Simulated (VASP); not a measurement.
SrO (rock salt): the band gap from VASP (plane waves, PAW) at several levels of theory. Gaps are without spin-orbit coupling. Each level names its cell: its own relaxed one, PBE's, or the starting one. A gap is the smallest over the k-mesh and a band path; hybrids may have named points in place of the path, and GW has the mesh alone. The mesh is coarse and the basis finite, so the quasiparticle values are not converged.

```csv
level,band gap (eV)
LDA (own cell),3.07
PBE (own cell),3.28
PBEsol (own cell),3.15
RPBE (own cell),3.41
AM05 (own cell),3.23
PBE-D3(BJ) (starting cell),3.27
PBE-D4 (own cell),3.27
optB88-vdW (own cell),3.32
rev-vdW-DF2 (own cell),3.24
revTPSS (own cell),3.27
r2SCAN (own cell),3.75
r2SCAN+rVV10 (own cell),3.70
HSE06 (PBE cell),4.77
PBE0 (PBE cell),5.48
B3LYP (PBE cell),5.16
G0W0@PBE (starting cell),4.95
evGW0@PBE (starting cell),5.37
```

The cell of the LDA (own cell) run:

```cif
data_OSr
_chemical_formula_sum 'Sr1 O1'
_space_group_name_H-M_alt 'P 1'
_space_group_IT_number 1
_cell_length_a 3.59047
_cell_length_b 3.59047
_cell_length_c 3.59047
_cell_angle_alpha 60.000
_cell_angle_beta 60.000
_cell_angle_gamma 60.000
loop_
_space_group_symop_operation_xyz
  'x, y, z'
loop_
_atom_site_label
_atom_site_type_symbol
_atom_site_fract_x
_atom_site_fract_y
_atom_site_fract_z
_atom_site_occupancy
Sr1 Sr 0.00000 0.00000 0.00000 1
O1 O 0.50000 0.50000 0.50000 1
```

Only levels that ran to the end are used. Left out are those held back, those with too coarse a band path, GW runs whose mesh misses a band edge, hybrids' fits of cells that aren't cubic and levels without matching references; a question may draw on a part of the rest.

The compound is SrO in the rock salt structure.
